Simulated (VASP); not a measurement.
Energy against volume of MgS (rock salt). All values below come from revPBE GGA, VASP's PBE PAW potentials (set 64) (plane waves; VASP). Settings: 520 eV cut-off, 9×9×9 Γ-centred mesh, Gaussian smearing of 0.050 eV, potentials Mg S.

```tsv
V (Å³/atom)	E (eV/atom)
17.654	-4.01323
18.200	-4.01721
18.746	-4.01391
19.292	-4.00437
```

**Question.** Fit these four points and predict the energy of the run at 17.108 Å³/atom.

**Answer.** A cubic in V^(−2/3), the third-order Birch-Murnaghan form, passes through the four points with V0 = 18.21 Å³/atom and B0 = 71 GPa, and gives -4.0008 eV/atom there. The run gave -4.0008 eV/atom, -0.0 meV/atom from the fit; all five points give B0 = 71 GPa.

The compound is MgS in the rock salt structure. It was relaxed first.
